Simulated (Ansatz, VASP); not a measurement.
## AgRh: VASP beside Ansatz

```
Ag Rh
1.0
     2.81414    0.00000    0.00000
    -1.40707    2.43712    0.00000
     0.00000    0.00000    4.87188
Ag Rh
1 1
Direct
  0.00000 0.00000 0.50000
  0.66667 0.33333 0.00000
```

The cell comes from a database or a generator and needn't be the stable form of this composition.

Alike in both runs: task single point; functional PBE; k mesh 11 × 11 × 6; occupations fermi-dirac, width 0.05 eV; no spin polarisation.

|  | VASP | Ansatz |
| --- | --- | --- |
| version | VASP 6.6.1 | Ansatz 0.2.0 |
| potentials or method | VASP PAW PBE potentials, release 64 (Ag, Rh_pv) | Ansatz PAW |
| plane-wave cutoff (eV) | 520 | 420 |
| valence electrons in the cell | 26 | 36 |

VASP gave:

```
gap on the k mesh at the Fermi level (eV)       : none
pressure (GPa)                                  : -7.5
largest component of the traceless stress (GPa) : 0.11
```

Task: Which values does Ansatz return?

Result: gap on the k mesh at the Fermi level (eV): none; pressure (GPa): -7.4; largest component of the traceless stress (GPa): 0.08.

A gap of «none» marks a metal or a gap that the smearing closes. The functional is the same, so the differences come from potentials, cutoffs and numerics. The two sets of potentials don't hold the same shells in valence.
